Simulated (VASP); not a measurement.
## LiCaSc with LDA: from relaxation to properties

Wanted: the relaxed cell of LiCaSc and its properties. The steps: relaxing cell and atoms (LDA), second relaxation, single point with fields (LDA), bands along the symmetry lines (LDA), total and projected DOS (LDA), volume scan with LDA, fit for LDA and elastic constants (LDA). The cell is invented: other elements were put on sites of a known structure type. It may not be a known or stable phase. The atoms of the start are displaced at random from the sites of a P-6m2 cell.

Calculated with VASP 6.6.1; LDA; plane waves and PAW (Li_sv, Ca_sv, Sc_sv); invented cell.

### 1. Starting point

Before any relaxation, the start is as follows. It takes space group P1 (No. 1, triclinic). Conventional cell: a = 3.602 Å, b = 4.137 Å, c = 4.137 Å, α = 120.00°, β = 90.00°, γ = 90.00°. Li has 6 Sc at 2.96 to 3.02 Å and 6 Ca at 2.96 to 3.02 Å nearest. Nearest to Ca lie 3 Sc at 2.38 to 2.40 Å and 6 Li at 2.96 to 3.02 Å. Nearest to Sc lie 3 Ca at 2.38 to 2.40 Å and 6 Li at 2.96 to 3.02 Å. Farther neighbours are not listed.

### 2. Relaxing cell and atoms (LDA)

The start need not lie at this functional's minimum. ISIF = 3 frees volume, shape and positions, and EDIFFG sets the threshold on forces and stress at which the search stops. LDA, the lowest rung, knows the local density alone.

INCAR reads:

```
SYSTEM = LiCaSc
PREC = Accurate
ENCUT = 650
EDIFF = 1E-06
NELM = 100
ISMEAR = 1
SIGMA = 0.2
LREAL = .FALSE.
ALGO = Normal
GGA = CA
LORBIT = 11
LWAVE = .FALSE.
LCHARG = .FALSE.
IBRION = 2
NSW = 60
ISIF = 3
EDIFFG = -0.01
```

POSCAR reads:

```
LiCaSc
1.0
    4.1365393600      0.0000000000      0.0000000000
   -2.0682696800      3.5823481700      0.0000000000
    0.0000000000      0.0000000000      3.6024159400
Li Ca Sc
1 1 1
Direct
   -0.0004560000     -0.0033100000     -0.0024050000
    0.3396550000      0.6713860000      0.5022420000
    0.6710990000      0.3380690000      0.5026470000
```

KPOINTS reads:

```
Automatic mesh
0
Gamma
6 6 6
0 0 0
```

Potentials, in the order of the species: Li_sv, Ca_sv and Sc_sv (LDA family, release 64).

On the command line:

```sh
$ mpirun -np 1 vasp_std
```

The program printed:

```text
[banner, memory and clock lines left out]
running    1 mpi-ranks, on    1 nodes
 distrk:  each k-point on    1 cores,    1 groups
 distr:  one band on    1 cores,    1 groups

 POSCAR found type information on POSCAR LiCaSc
 POSCAR found :  3 types and       3 ions
 LDA part: xc-table for (Slater(with rela. corr.)+CA(PZ))
 , standard interpolation
 POSCAR, INCAR and KPOINTS ok, starting setup
 FFT: planning ... GRIDC
 FFT: planning ... GRID_SOFT
 FFT: planning ... GRID
 WAVECAR not read
 entering main loop
       N       E                     dE             d eps       ncg     rms          rms(c)
DAV:   1     0.314640115807E+03    0.31464E+03   -0.13321E+04  3600   0.186E+03
DAV:   2     0.111196600769E+02   -0.30352E+03   -0.30141E+03  3896   0.519E+02
DAV:   3    -0.733991541308E+01   -0.18460E+02   -0.18071E+02  6472   0.133E+02
DAV:   4    -0.872421942412E+01   -0.13843E+01   -0.13813E+01  5568   0.261E+01
DAV:   5    -0.881711943115E+01   -0.92900E-01   -0.92865E-01  5768   0.755E+00    0.836E+00
DAV:   6    -0.755678215751E+01    0.12603E+01   -0.95700E+00  5376   0.344E+01    0.298E+00
DAV:   7    -0.750435663837E+01    0.52426E-01   -0.36764E-01  5184   0.783E+00    0.200E+00
DAV:   8    -0.748522453123E+01    0.19132E-01   -0.92037E-02  6040   0.232E+00    0.331E-01
DAV:   9    -0.748407836480E+01    0.11462E-02   -0.87128E-03  5344   0.913E-01    0.183E-01
DAV:  10    -0.748420451664E+01   -0.12615E-03   -0.18143E-03  5496   0.402E-01    0.929E-02
DAV:  11    -0.748412802169E+01    0.76495E-04   -0.41970E-04  4656   0.174E-01    0.148E-02
DAV:  12    -0.748412926382E+01   -0.12421E-05   -0.25991E-05  6072   0.465E-02    0.651E-03
DAV:  13    -0.748412895801E+01    0.30581E-06   -0.24956E-06  3424   0.146E-02
   1 F= -.74841290E+01 E0= -.74878172E+01  d E =-.748413E+01
 curvature:   0.00 expect dE= 0.000E+00 dE for cont linesearch  0.000E+00
 trial: gam= 0.00000 g(F)=  0.185E-02 g(S)=  0.178E+01 ort = 0.000E+00 (trialstep = 0.100E+01)
 search vector abs. value=  0.178E+01
 bond charge predicted
       N       E                     dE             d eps       ncg     rms          rms(c)
DAV:   1    -0.204048564512E+02   -0.12921E+02   -0.38828E+02  5368   0.296E+02    0.252E+01
DAV:   2    -0.139161369648E+02    0.64887E+01   -0.20332E+02  6272   0.151E+02    0.117E+01
DAV:   3    -0.947837890743E+01    0.44378E+01   -0.15965E+01  6168   0.566E+01    0.586E+00
DAV:   4    -0.885243755825E+01    0.62594E+00   -0.71433E+00  7072   0.198E+01    0.307E+00
DAV:   5    -0.884124447028E+01    0.11193E-01   -0.14083E+00  5376   0.103E+01    0.137E+00
DAV:   6    -0.884833642953E+01   -0.70920E-02   -0.12655E-01  6928   0.292E+00    0.609E-01
DAV:   7    -0.885707826541E+01   -0.87418E-02   -0.85572E-02  6760   0.203E+00    0.324E-01
DAV:   8    -0.885536291100E+01    0.17154E-02   -0.26088E-02  5376   0.130E+00    0.103E-01
DAV:   9    -0.885544882386E+01   -0.85913E-04   -0.18995E-03  5912   0.404E-01    0.524E-02
DAV:  10    -0.885539898796E+01    0.49836E-04   -0.23093E-04  5872   0.131E-01    0.152E-02
DAV:  11    -0.885539671360E+01    0.22744E-05   -0.38722E-05  6312   0.515E-02    0.471E-03
DAV:  12    -0.885539673091E+01   -0.17312E-07   -0.21037E-06  3344   0.122E-02
   2 F= -.88553967E+01 E0= -.88589342E+01  d E =-.137127E+01
[... from here on, the cycles between the ionic steps are left out ...]
   3 F= -.95788643E+01 E0= -.95801326E+01  d E =-.209474E+01
   4 F= -.95905843E+01 E0= -.95927853E+01  d E =-.210646E+01
   5 F= -.97698405E+01 E0= -.97697664E+01  d E =-.179256E+00
   6 F= -.97877421E+01 E0= -.97871379E+01  d E =-.197158E+00
   7 F= -.97892693E+01 E0= -.97890019E+01  d E =-.198685E+00
   8 F= -.98128168E+01 E0= -.98127835E+01  d E =-.235475E-01
   9 F= -.98130101E+01 E0= -.98129957E+01  d E =-.237408E-01
  10 F= -.98130143E+01 E0= -.98130046E+01  d E =-.237450E-01
 curvature:  -0.85 expect dE=-0.110E-03 dE for cont linesearch -0.145E-05
 ZBRENT: bracketing found
 ZBRENT: accuracy reached
 trial: gam= 0.00919 g(F)=  0.126E-04 g(S)=  0.116E-03 ort =-0.225E-03 (trialstep = 0.147E+01)
 search vector abs. value=  0.128E-03
 bond charge predicted
       N       E                     dE             d eps       ncg     rms          rms(c)
DAV:   1    -0.981398449096E+01   -0.97114E-03   -0.48307E-02  4400   0.391E+00    0.187E-01
DAV:   2    -0.981333374126E+01    0.65075E-03   -0.33872E-03  5640   0.725E-01    0.916E-02
DAV:   3    -0.981318191238E+01    0.15183E-03   -0.10456E-03  6048   0.210E-01    0.450E-02
DAV:   4    -0.981314296213E+01    0.38950E-04   -0.32270E-04  6312   0.138E-01    0.187E-02
DAV:   5    -0.981314254905E+01    0.41308E-06   -0.14532E-05  5360   0.383E-02    0.908E-03
DAV:   6    -0.981314272707E+01   -0.17802E-06   -0.35088E-06  4616   0.141E-02
  11 F= -.98131427E+01 E0= -.98130760E+01  d E =-.128437E-03
 trial-energy change:   -0.000128  1 .order   -0.000127   -0.000186   -0.000069
 step:   2.3199(harm=  2.3199)  dis= 0.00111  next Energy=    -9.813162 (dE=-0.147E-03)
 reached required accuracy - stopping structural energy minimisation
```

It took 15 min on 1 MPI rank of Intel Xeon Platinum 8375C at 2.90GHz (Ice Lake), shared host; peak memory 0.29 GiB.

Lines that name or quote the potential files are left out of all logs, and their timing lines are given in words.

OUTCAR, selected parts (step 2):

```text
ion  position               nearest neighbor table
   1  1.000  0.997  0.998-   3 2.96   3 2.98   3 2.99   3 2.99   3 3.01   3 3.02
   2  0.340  0.671  0.502-   3 2.38   3 2.39   3 2.40
   3  0.671  0.338  0.503-   2 2.38   2 2.39   2 2.40   1 2.96   1 2.98   1 2.99   1 2.99   1 3.01
                             1 3.02

  LATTYP: Found a hexagonal cell.
 ALAT       =     4.1365393600
 C/A-ratio  =     0.8708767466

 Subroutine GETGRP returns: Found  1 space group operations
 (whereof  1 operations were pure point group operations)

The static configuration has the point symmetry C_1 .

 Found    112 irreducible k-points:

   k-points           NKPTS =    112   k-points in BZ     NKDIM =    112   number of bands    NBANDS=     16

   dimension x,y,z NGX =    36 NGY =   36 NGZ =   30
   dimension x,y,z NGXF=    72 NGYF=   72 NGZF=   60

   ENCUT  =  650.0 eV  47.77 Ry    6.91 a.u.   8.60  8.60  7.49*2*pi/ulx,y,z

   NELECT =      24.0000    total number of electrons

 k-points in reciprocal lattice and weights: Automatic mesh
   0.00000000  0.00000000  0.00000000       0.005
   0.16666667  0.00000000  0.00000000       0.009
   0.00000000  0.16666667  0.00000000       0.009
  -0.16666667  0.16666667  0.00000000       0.009
   0.33333333  0.00000000  0.00000000       0.009
   0.00000000  0.33333333  0.00000000       0.009
  -0.33333333  0.33333333  0.00000000       0.009
   0.50000000  0.00000000  0.00000000       0.005
   0.00000000  0.50000000  0.00000000       0.005
[...]
0.50000000 -0.16666667  0.50000000       0.009
   0.33333333  0.33333333  0.50000000       0.009

 average (electrostatic) potential at core
       1 -65.2769       2 -47.1098       3 -48.6205

 E-fermi :   2.5259

 k-point     1 :       0.0000    0.0000    0.0000
  band No.  band energies     occupation
    ...
      9     -19.1566      2.00000
     10      -1.8010      2.00000
     11       2.2438      2.06276
     12       2.2533      2.06607
     13       2.2923      2.06984
     14       3.3047     -0.00000
     15       3.3087     -0.00000
     16       3.4030     -0.00000

 k-point     2 :       0.1667    0.0000    0.0000
  band No.  band energies     occupation
    ...
      9     -19.1566      2.00000
     10      -1.6013      2.00000
     11       1.8889      2.00006
     12       2.2597      2.06792
     13       2.3570      2.00106
     14       2.9127     -0.01966
     15       3.2551     -0.00000
     16       3.6317     -0.00000

 k-point     3 :       0.0000    0.1667    0.0000
  band No.  band energies     occupation
    ...
      9     -19.1566      2.00000
     10      -1.6008      2.00000
     11       1.8948      2.00008
     12       2.2615      2.06838
     13       2.3504      2.01459
     14       2.9117     -0.01995
     15       3.2577     -0.00000
     16       3.6303     -0.00000

  Total        0.0057984      0.0028055      0.0296836      0.0008649      0.0008223      0.0002238
  in kB        0.1246400      0.0603059      0.6380656      0.0185906      0.0176757      0.0048109
  external PRESSURE =       0.2743372 kB  Pullay stress =       0.0000000 kB

  energy-cutoff  :      650.00
  volume of cell :       74.54
      direct lattice vectors                 reciprocal lattice vectors
     5.369672016  0.003415985  0.000170906     0.186162704  0.107537053 -0.000031195
    -2.681892724  4.642757114  0.000511839    -0.000136971  0.215310139 -0.000042680
     0.000158529  0.000592539  2.988678610    -0.000010622 -0.000043023  0.334596040

 POSITION                                       TOTAL-FORCE (eV/Angst)
 -----------------------------------------------------------------------------------
      0.01186      0.00463      0.00192         0.000520      0.008268      0.001144
      0.01411      3.10781      1.49598         0.002878     -0.005630     -0.003337
      2.70079      1.56289      1.49888        -0.003398     -0.002638      0.002193
 -----------------------------------------------------------------------------------
    total drift:                                0.000303      0.000077     -0.000004

  FREE ENERGIE OF THE ION-ELECTRON SYSTEM (eV)
  ---------------------------------------------------
  free  energy   TOTEN  =        -9.8131427271 eV

  energy  without entropy=       -9.8129425647  energy(sigma->0) =       -9.81307601

 reached required accuracy - stopping structural energy minimisation

 total charge
# of ion       s       p       d       tot
------------------------------------------
    1        2.028   0.058   0.000   2.086
    2        2.101   5.820   0.317   8.238
    3        2.292   6.059   1.056   9.407
--------------------------------------------------
tot          6.421  11.938   1.373  19.731

[... 3 further parts left out ...]
```

CONTCAR:

```
LiCaSc
   1.00000000000000
     5.3696720156451390    0.0034159847094926    0.0001709061859290
    -2.6818927236586148    4.6427571141350645    0.0005118390141997
     0.0001585286529331    0.0005925391750111    2.9886786097527271
  Li              Ca              Sc
     1     1     1
Direct
     0.0027047756092970    0.0009943624465220    0.0006430126410856
     0.3367841386421883    0.6690776635404999    0.5004164805053944
     0.6708090857485135    0.3360729740129745    0.5014245068535225
```

The k-mesh is coarse for a metal. After so large a change of volume the plane waves of the start cell no longer fit, so the final stress carries a basis-set error.

Step by step:

| step | energy less that of the first step (eV) | largest force (eV/Å) | pressure (GPa) | volume (Å³) |
| --- | --- | --- | --- | --- |
| 1 | 0.0000 | 0.1334 | 13.32 | 53.38 |
| 2 | -1.3713 | 0.0677 | 4.38 | 65.25 |
| 3 | -2.0947 | 0.0499 | -2.10 | 83.44 |
| 4 | -2.1065 | 0.0510 | -2.75 | 86.01 |
| 5 | -2.2857 | 0.0243 | -1.92 | 80.97 |
| 6 | -2.3036 | 0.0175 | -1.58 | 79.31 |
| 7 | -2.3051 | 0.0153 | -1.43 | 78.69 |
| 8 | -2.3287 | 0.0106 | -0.09 | 74.83 |
| 9 | -2.3289 | 0.0102 | 0.02 | 74.52 |
| 10 | -2.3289 | 0.0101 | 0.05 | 74.44 |
| 11 | -2.3290 | 0.0084 | 0.03 | 74.54 |

| cell as run | before | after | change |
| --- | --- | --- | --- |
| a (Å) | 4.137 | 5.370 | +29.8 % |
| b (Å) | 4.137 | 5.362 | +29.6 % |
| c (Å) | 3.602 | 2.989 | -17.0 % |
| α (°) | 90.00 | 89.99 | -0.0 % |
| γ (°) | 120.00 | 119.98 | -0.0 % |
| volume (Å³/atom) | 17.79 | 24.85 | +39.6 % |

The atoms that moved most (Å, as changes of fractional coordinates times the final cell):

| atom | dx | dy | dz | length |
| --- | --- | --- | --- | --- |
| Li1 | 0.005 | 0.020 | 0.009 | 0.023 |
| Ca2 | -0.009 | -0.011 | -0.005 | 0.015 |
| Sc3 | 0.004 | -0.009 | -0.004 | 0.011 |

Final coordinates:

```xyz
3
Lattice="5.3697 0.0034 0.0002 -2.6819 4.6428 0.0005 0.0002 0.0006 2.9887" Properties=species:S:1:pos:R:3 pbc="T T T"
Li    0.0119    0.0046    0.0019
Ca    0.0141    3.1078    1.4960
Sc    2.7008    1.5629    1.4989
```

Numbers from this step:

```yaml
electrons: 24
bands: 16
irreducible_k_points: 112
symmetry_operations: 1
free_energy_toten: -9.813 eV
energy_at_zero_smearing: -9.813 eV
fermi_energy: 2.526 eV
pressure: 0.02743 GPa
metallic_judged_on_the_points_sampled: yes
scf_cycles_over_all_ionic_steps: 101
```

It ends with a largest force of 0.008 eV/Å and a pressure of 0.03 GPa.

(Continued in part 2 of 5.)

[Lines on the potential files, build, host, timing and source positions are cut from VASP's logs without a mark.]

[Logs are printed without paths, hosts, clocks, repeated set-up lines and the standing remarks that a program may print on its own settings, such as how far it seeks lower states.]

[Hosts, paths, dates, database ids (printed as entryN), source tags and the programs' standing remarks are cut or masked in the printed files.]

[A measured line is paired with the nearest computed mode of its activity, which favours agreement.]

[In band tables of VASP the shares of atoms and orbitals are scaled to a sum of 1 inside the atoms' spheres.]
